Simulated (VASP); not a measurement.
Output of a VASP run:

### OSZICAR
```
       N       E                     dE             d eps       ncg     rms          rms(c)
DAV:   1     0.110022683493E+03    0.11002E+03   -0.75816E+03  2118   0.229E+03
DAV:   2     0.902693835780E+01   -0.10100E+03   -0.97728E+02  1844   0.516E+02
DAV:   3    -0.854507890731E+01   -0.17572E+02   -0.17365E+02  2240   0.140E+02
DAV:   4    -0.923150378278E+01   -0.68642E+00   -0.68390E+00  2196   0.313E+01
DAV:   5    -0.924462292076E+01   -0.13119E-01   -0.13113E-01  2342   0.468E+00    0.271E+00
DAV:   6    -0.895334909329E+01    0.29127E+00   -0.54861E-01  2150   0.274E+00    0.128E+00
DAV:   7    -0.892535682364E+01    0.27992E-01   -0.87282E-02  2272   0.293E+00    0.510E-01
DAV:   8    -0.892378347839E+01    0.15733E-02   -0.11952E-02  2256   0.113E+00    0.166E-01
DAV:   9    -0.892380013414E+01   -0.16656E-04   -0.95754E-04  2170   0.344E-01    0.602E-02
DAV:  10    -0.892377168995E+01    0.28444E-04   -0.31575E-04  2164   0.242E-01    0.150E-02
DAV:  11    -0.892377489826E+01   -0.32083E-05   -0.30283E-05  2072   0.625E-02    0.646E-03
DAV:  12    -0.892377504322E+01   -0.14496E-06   -0.19583E-06  1928   0.122E-02
   1 F= -.89237750E+01 E0= -.89233370E+01  d E =-.131398E-02  mag=    -0.0000    -0.0000     0.0000
```

### OUTCAR
```
------------------------ aborting loop because EDIFF is reached ----------------------------------------
  FORCE on cell =-STRESS in cart. coord.  units (eV):
  Direction    XX          YY          ZZ          XY          YZ          ZX
  --------------------------------------------------------------------------------------
  Total       -1.4660096     -1.4660093     -3.2050913      0.0000003      0.0000000     -0.0000000
  in kB      -43.4743664    -43.4743587    -95.0466586      0.0000074      0.0000000     -0.0000000
  external PRESSURE =     -60.6651279 kB  Pullay stress =       0.0000000 kB
  volume of cell :       54.03
      direct lattice vectors                 reciprocal lattice vectors
     3.381669000  0.000000000  0.000000000     0.295711969  0.170729451  0.000000000
    -1.690835000  2.928611000  0.000000000     0.000000000  0.341458801  0.000000000
     0.000000000  0.000000000  5.455334000     0.000000000  0.000000000  0.183306833
 POSITION                                       TOTAL-FORCE (eV/Angst)
 -----------------------------------------------------------------------------------
      0.00000      0.00000      0.00000        -0.000000      0.000000      0.000000
     -0.00000      1.95241      1.37474        -0.000000      0.000000      0.248260
      1.69084      0.97620      4.08059         0.000000     -0.000000     -0.248260
 -----------------------------------------------------------------------------------
    total drift:                               -0.000000     -0.000000     -0.000000
  FREE ENERGIE OF THE ION-ELECTRON SYSTEM (eV)
  ---------------------------------------------------
  free  energy   TOTEN  =        -8.9237750432 eV

  energy  without entropy=       -8.9224610597  energy(sigma->0) =       -8.92333705

 Ion:    1  E_soc:     -0.0188626

 Ion:    2  E_soc:     -0.0000018

 Ion:    3  E_soc:     -0.0000018
```
(Selected blocks of OUTCAR.)

### POSCAR
```
Be2Ge
1
    3.3816690000     0.0000000000     0.0000000000
   -1.6908350000     2.9286110000     0.0000000000
    0.0000000000     0.0000000000     5.4553340000
Ge Be
1 2
Direct
  0.0000000000   0.0000000000   0.0000000000
  0.3333330000   0.6666670000   0.2520000000
  0.6666670000   0.3333330000   0.7480000000
```

Q: Write an INCAR and KPOINTS that could have produced this output.

A: This is not unique; one that fits is the input of the run itself, PBE GGA with spin-orbit coupling, plane waves, VASP's PBE PAW potentials (set 64).

### INCAR
```
! general
SYSTEM    =Be2Ge
PREC      =Accurate
ENCUT     =400
LREAL     =.FALSE.   ! projection in real space or not
LASPH     =.TRUE.   ! aspherical one-centre terms

! electronic loop
EDIFF     =1E-6   ! SCF stop (eV)
NELM      =100   ! most electronic steps
ALGO      =Normal   ! blocked Davidson
LMAXMIX   =4

! smearing
ISMEAR    =1
SIGMA     =0.1

! functional
GGA       =PE
GGA_COMPAT=.FALSE.

! spin
MAGMOM    =9*0
LSORBIT   =.TRUE.

! ions
ISIF      =2

! output
LWAVE     =.FALSE.
LCHARG    =.FALSE.
```

**KPOINTS**
```
Automatic mesh
0
Gamma
8 8 4
0 0 0
```

POTCAR, in this order: Ge_d Be (PBE.64 set). Program: vasp_ncl.

The structure was generated: Be2Ge was put into the CdI2 type (P-3m1), which need not be its known phase. The cell was not relaxed at this level.
